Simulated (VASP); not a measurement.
Set up this calculation in VASP 6.6.1, as the native input.

| Property | Result |
| --- | --- |
| Task | single point |
| Functional | PBE |
| Potentials or basis | VASP PAW PBE potentials, release 64 (Ta_pv) |
| Cutoff | 520 eV |
| k mesh | 8 × 8 × 8 |
| Occupations | gaussian, width 0.1 eV |
| Spin | no spin polarisation |
| Further INCAR settings | ALGO = Fast; EDIFF = 1e-07; NBANDS = 12 |

The structure of Ta lies in POSCAR:

```
Ta
1.0
   -1.6512800000      1.6512800000      1.6512800000
    1.6512800000     -1.6512800000      1.6512800000
    1.6512800000      1.6512800000     -1.6512800000
Ta
1
Direct
    0.0000000000      0.0000000000      0.0000000000
```

These files were run (other wordings do the same):

INCAR

```
PREC     = Accurate       # precision mode
ENCUT    = 520            # plane-wave cutoff, eV
EDIFF    = 1E-7           # SCF threshold, eV
ISMEAR   = 0              # smearing method
SIGMA    = 0.1            # smearing width, eV
LREAL    = F              # projectors in reciprocal space
LASPH    = T              # aspherical terms in the spheres
NELM     = 80             # most SCF steps
ALGO     = Fast           # electronic algorithm
ISIF     = 2              # what is computed and relaxed
LWAVE    = F              # write WAVECAR
LCHARG   = F              # write CHGCAR
GGA      = PE             # functional
NBANDS   = 12             # bands
```

KPOINTS

```
regular mesh
0
Gamma
  8 8 8
```

Potentials or basis: VASP PAW PBE potentials, release 64 (Ta_pv).

The run is started by

```bash
$ cat potpaw_PBE.64/Ta_pv/POTCAR > POTCAR
$ mpirun -np 1 vasp_std > vasp.out
```

Results of the run:

- Pressure: 1.1 GPa
- Band gap on the k mesh: none (metal or under the smearing width)

Run time: 6.4 s on 1 thread of Intel(R) Xeon(R) Platinum 8559C (Emerald Rapids), with other jobs on the host, peak memory 0.13 GiB.
